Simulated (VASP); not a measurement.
Calculation: PBEsol GGA, VASP's PBE PAW potentials (set 64) (plane waves; VASP).

VASP input:

KPOINTS:
```
Automatic mesh
0
Gamma
 7 7 7
```

File POSCAR:
```
Ge
1
    0.0000000000     2.8290000000     2.8290000000
    2.8290000000     0.0000000000     2.8290000000
    2.8290000000     2.8290000000     0.0000000000
Ge
2
Direct
  0.0000000000   0.0000000000   0.0000000000
  0.2500000000   0.2500000000   0.2500000000
```

**INCAR**
```
ALGO = Normal   # blocked Davidson
GGA = PS   # PBEsol
LASPH = .TRUE.   # aspherical one-centre terms
NSW = 60
IBRION = 2
EDIFFG = -0.01   # ionic stop
LCHARG = .FALSE.
ISIF = 3   # ions, shape and volume
ENCUT = 520   # plane-wave cut-off (eV)
LWAVE = .FALSE.
NELM = 100
LMAXMIX = 4   # l cut-off of mixed one-centre charges
LREAL = .FALSE.   # projection in real space or not
PREC = Accurate
SYSTEM = Ge
EDIFF = 1E-6   # SCF stop (eV)
SIGMA = 0.05   # width (eV)
ISMEAR = 0
```

POTCAR, in this order: Ge_d (PBE.64 set). Program: vasp_std.

What VASP printed:

OSZICAR:
```
       N       E                     dE             d eps       ncg     rms          rms(c)
DAV:   1     0.162179679318E+03    0.16218E+03   -0.15348E+04   730   0.426E+03
DAV:   2     0.107830065511E+02   -0.15140E+03   -0.14884E+03   720   0.533E+02
DAV:   3    -0.938959920449E+01   -0.20173E+02   -0.20014E+02   800   0.147E+02
DAV:   4    -0.999623781519E+01   -0.60664E+00   -0.60548E+00   814   0.292E+01
DAV:   5    -0.100061283839E+02   -0.98906E-02   -0.98892E-02   814   0.393E+00    0.328E+00
DAV:   6    -0.990329530446E+01    0.10283E+00   -0.39716E-02   866   0.267E+00    0.189E+00
DAV:   7    -0.985014521929E+01    0.53150E-01   -0.75858E-02   744   0.287E+00    0.161E-01
DAV:   8    -0.985128242774E+01   -0.11372E-02   -0.83932E-03   812   0.150E+00    0.487E-02
DAV:   9    -0.985137321347E+01   -0.90786E-04   -0.34368E-04   850   0.336E-01    0.145E-02
DAV:  10    -0.985138662759E+01   -0.13414E-04   -0.26551E-05   796   0.583E-02    0.553E-03
DAV:  11    -0.985138803069E+01   -0.14031E-05   -0.25737E-06   684   0.185E-02    0.142E-03
DAV:  12    -0.985138782661E+01    0.20408E-06   -0.84380E-07   406   0.193E-02
   1 F= -.98513878E+01 E0= -.98512572E+01  d E =-.985139E+01
       N       E                     dE             d eps       ncg     rms          rms(c)
DAV:   1    -0.989407496074E+01   -0.42687E-01   -0.60934E-01   952   0.166E+01    0.120E+00
DAV:   2    -0.986271111487E+01    0.31364E-01   -0.43830E-02   932   0.436E+00    0.600E-01
DAV:   3    -0.985271499833E+01    0.99961E-02   -0.17297E-02   940   0.243E+00    0.139E-01
DAV:   4    -0.985199500283E+01    0.72000E-03   -0.20504E-03   914   0.959E-01    0.294E-02
DAV:   5    -0.985198123317E+01    0.13770E-04   -0.16655E-04   856   0.259E-01    0.223E-02
DAV:   6    -0.985197878295E+01    0.24502E-05   -0.12898E-05   906   0.748E-02    0.974E-04
DAV:   7    -0.985197868279E+01    0.10016E-06   -0.50348E-07   396   0.122E-02
   2 F= -.98519787E+01 E0= -.98518640E+01  d E =-.590856E-03
       N       E                     dE             d eps       ncg     rms          rms(c)
DAV:   1    -0.985465039505E+01   -0.26716E-02   -0.36727E-02   952   0.400E+00    0.299E-01
DAV:   2    -0.985272271811E+01    0.19277E-02   -0.27328E-03   934   0.110E+00    0.148E-01
DAV:   3    -0.985211914997E+01    0.60357E-03   -0.10204E-03   940   0.592E-01    0.354E-02
DAV:   4    -0.985207988492E+01    0.39265E-04   -0.12052E-04   922   0.232E-01    0.729E-03
DAV:   5    -0.985207847808E+01    0.14068E-05   -0.92118E-06   738   0.607E-02    0.525E-03
DAV:   6    -0.985207874769E+01   -0.26961E-06   -0.57590E-07   368   0.165E-02
   3 F= -.98520787E+01 E0= -.98519648E+01  d E =-.690921E-03
```

**OUTCAR**
```
------------------------ aborting loop because EDIFF is reached ----------------------------------------
  FORCE on cell =-STRESS in cart. coord.  units (eV):
  Direction    XX          YY          ZZ          XY          YZ          ZX
  --------------------------------------------------------------------------------------
  Total       -0.0042227     -0.0042227     -0.0042227     -0.0000000      0.0000000      0.0000000
  in kB       -0.1480974     -0.1480974     -0.1480974     -0.0000000      0.0000000      0.0000000
  external PRESSURE =      -0.1480974 kB  Pullay stress =       0.0000000 kB
  volume of cell :       45.68
      direct lattice vectors                 reciprocal lattice vectors
     0.000000000  2.837323014  2.837323014    -0.176222445  0.176222445  0.176222445
     2.837323014  0.000000000  2.837323014     0.176222445 -0.176222445  0.176222445
     2.837323014  2.837323014  0.000000000     0.176222445  0.176222445 -0.176222445
 POSITION                                       TOTAL-FORCE (eV/Angst)
 -----------------------------------------------------------------------------------
      0.00000      0.00000      0.00000        -0.000000     -0.000000     -0.000000
      1.41866      1.41866      1.41866         0.000000      0.000000      0.000000
 -----------------------------------------------------------------------------------
    total drift:                                0.000000     -0.000000      0.000000
  FREE ENERGIE OF THE ION-ELECTRON SYSTEM (eV)
  ---------------------------------------------------
  free  energy   TOTEN  =        -9.8520787477 eV

  energy  without entropy=       -9.8518508704  energy(sigma->0) =       -9.85196481

 reached required accuracy - stopping structural energy minimisation
```
(Selected blocks of OUTCAR.)

### CONTCAR
```
Ge
   1.00000000000000
     0.0000000000000000    2.8373230137190317    2.8373230137190317
     2.8373230137190317    0.0000000000000000    2.8373230137190317
     2.8373230137190317    2.8373230137190317    0.0000000000000000
  Ge
     2
Direct
     0.0000000000000000    0.0000000000000000    0.0000000000000000
     0.2500000000000000    0.2500000000000000    0.2500000000000000
```

The compound is Ge in the diamond structure. This run relaxes it. Symmetry was kept, so distortions that lower it aren't found.
